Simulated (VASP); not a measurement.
An input for Ansatz (written as the equivalent of a VASP run, and not itself run):

Ansatz 0.2 input:
```yaml
crystal:
  lattice:
    - [3.3241263, 0.0000000, 0.0000000]
    - [0.0000000, 3.3241263, 0.0000000]
    - [0.0000000, 0.0000000, 4.1965199]
  atoms:
    - { symbol: Mg, position: [1.0000000, 0.0000000, 0.0000000] }
    - { symbol: Sn, position: [0.5000000, 0.5000000, 0.5000000] }
kpoints:
  mp_grid: { grid: [12, 12, 10] }
hamiltonian:
  xc: pbesol
  pseudopotentials: { kind: paw }
scf:
  occupations: { method: tetrahedron }
  max_iter: 100
output: { forces: true, stress: true, eigenvalues: true }
```

Problem. Write the VASP files for the same calculation (PBEsol).

Solution. One answer among several that fit: 
**POSCAR**
```
MgSn
1
    3.3241262547    -0.0000000000    -0.0000000000
    0.0000000000     3.3241262547     0.0000000000
    0.0000000000    -0.0000000000     4.1965198543
Mg Sn
1 1
Direct
  1.0000000000   0.0000000000   0.0000000000
  0.5000000000   0.5000000000   0.5000000000
```

### INCAR
```
# general
SYSTEM   =  MgSn
PREC     =  Accurate
ENCUT    =  400
LREAL    =  .FALSE.
LASPH    =  .TRUE.

# electronic loop
EDIFF    =  1E-7   # SCF stop (eV)
NELM     =  100
ALGO     =  Normal   # blocked Davidson
LMAXMIX  =  4

# smearing
ISMEAR   =  -5   # tetrahedra, Bloechl

# functional
GGA      =  PS   # PBEsol

# ions
ISIF     =  2   # forces and stress, cell fixed

# output
LWAVE    =  .FALSE.
LCHARG   =  .TRUE.
LORBIT   =  11   # lm-projected
NEDOS    =  601
```

**KPOINTS**
```
Automatic
0
G
  12 12 10
```

POTCAR, in this order: Mg Sn_d (PBE.64 set). Program: vasp_std.

Limits of the translation: each code has its own PAW files, so the cut-off isn't converted (ENCUT is set for VASP's; basis.ecutwfc is left out, and Ansatz then takes the one that its files recommend); Ansatz stops its SCF on the density residual and VASP on the energy change (EDIFF).

The structure comes from a computed database's MgSn entry (P4/mmm); how it stands against other phases isn't given here. It was relaxed first.
